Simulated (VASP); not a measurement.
VASP input:

### KPOINTS
```
Automatic mesh
0
Gamma
6 6 6
0 0 0
```

POSCAR:
```
TaZr3C4
1
    4.6061428444    -0.0000000000    -0.0000000000
   -0.0000000000     4.6061428444     0.0000000000
    0.0000000000    -0.0000000000     4.6061428444
Zr C Ta
3 4 1
Direct
  0.0000000000   0.0000000000   0.0000000000
  0.5000000000   0.5000000000   0.0000000000
  0.5000000000   0.0000000000   0.5000000000
  0.5000000000   0.5000000000   0.5000000000
  0.0000000000   0.0000000000   0.5000000000
  0.0000000000   0.5000000000   0.0000000000
  0.5000000000   0.0000000000   0.0000000000
  0.0000000000   0.5000000000   0.5000000000
```

**INCAR**
```
SYSTEM = TaZr3C4
PREC = Accurate
ENCUT = 520
EDIFF = 1E-6
NELM = 100
ALGO = Normal
LREAL = .FALSE.
LASPH = .TRUE.
ISMEAR = 1
SIGMA = 0.1
GGA = PS
LMAXMIX = 6
LWAVE = .FALSE.
LCHARG = .FALSE.
IBRION = 2
ISIF = 3
NSW = 60
EDIFFG = -0.02
```

POTCAR, in this order: Zr_sv C Ta_pv (PBE.64 set). Program: vasp_std.

Problem. Write an equivalent input for Quantum ESPRESSO's pw.x.

Solution. One equivalent input (not run):
```
&CONTROL
  calculation = 'vc-relax'
  pseudo_dir = './pseudo'
  outdir = './out'
  tprnfor = .true.
  tstress = .true.
  nstep = 60
  forc_conv_thr = 0.00078
/
&SYSTEM
  ibrav = 0
  nat = 8
  ntyp = 3
  ecutwfc = 82
  occupations = 'smearing'
  smearing = 'methfessel-paxton'
  degauss = 0.00735
  input_dft = 'pbesol'
/
&ELECTRONS
  conv_thr = 7.3e-08
  electron_maxstep = 100
/
&IONS
/
&CELL
/
ATOMIC_SPECIES
  Zr 91.224 Zr.upf
  C 12.011 C.upf
  Ta 180.948 Ta.upf
CELL_PARAMETERS angstrom
     4.6061428   -0.0000000   -0.0000000
    -0.0000000    4.6061428    0.0000000
     0.0000000   -0.0000000    4.6061428
ATOMIC_POSITIONS crystal
  Zr   0.0000000  0.0000000  0.0000000
  Zr   0.5000000  0.5000000  0.0000000
  Zr   0.5000000  0.0000000  0.5000000
  C    0.5000000  0.5000000  0.5000000
  C    0.0000000  0.0000000  0.5000000
  C    0.0000000  0.5000000  0.0000000
  C    0.5000000  0.0000000  0.0000000
  Ta   0.0000000  0.5000000  0.5000000
K_POINTS automatic
  6 6 6 0 0 0
```
Limits of the translation: the potentials are each code's own (VASP's PAW set, PseudoDojo norm-conserving files in pw.x), so ENCUT and ecutwfc are chosen apart and not converted; conv_thr bounds pw.x's estimated SCF error, while EDIFF bounds the energy change between steps; forc_conv_thr acts on force components and is met together with etot_conv_thr.

The structure was generated: TaZr3C4 was put into an ordered model structure (Pm-3m), which need not be its known phase. It was relaxed first. The start is the result of an earlier pass.
